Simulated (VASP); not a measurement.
Data:

```
CELL_PARAMETERS angstrom
      4.57000     0.00000     0.00000
      0.00000     4.57000     0.00000
      0.00000     0.00000     4.57000
ATOMIC_POSITIONS crystal
  Cs 0.00000 0.00000 0.00000
  I  0.50000 0.50000 0.50000
```

Computed with PBE GGA with D3 dispersion (Becke-Johnson damping), VASP's PBE PAW potentials (set 64) (plane waves; VASP). Numerical set-up: 520 eV cut-off, Gaussian smearing of 0.050 eV, potentials Cs_sv I.

Unless said otherwise, spin-orbit coupling is left out, though it shifts the bands of the heavy elements here.

**Question.** Give the energies of bands 5 to 11 at the high-symmetry points, in eV from the valence-band maximum.

**Answer.** 
```csv
band,Γ,X,M,R
5,-7.09,-7.03,-6.99,-7.34
6,-0.09,-1.56,-0.86,-1.30
7,-0.09,-0.24,-0.86,-1.30
8,-0.09,-0.24,0.00,-1.30
9,3.87,5.20,4.24,7.17
10,4.18,6.48,4.92,7.17
11,4.18,6.72,6.10,7.17
```

The gap is indirect, 3.87 eV, from the valence maximum at M to the conduction minimum at Γ.

Measured: gap 6.20 eV (computed value off by -2.33 eV), as given by Aguado et al., (1998), arXiv:cond-mat/9809176.

The compound is CsI in the CsCl type structure. The cell was not relaxed at this level.
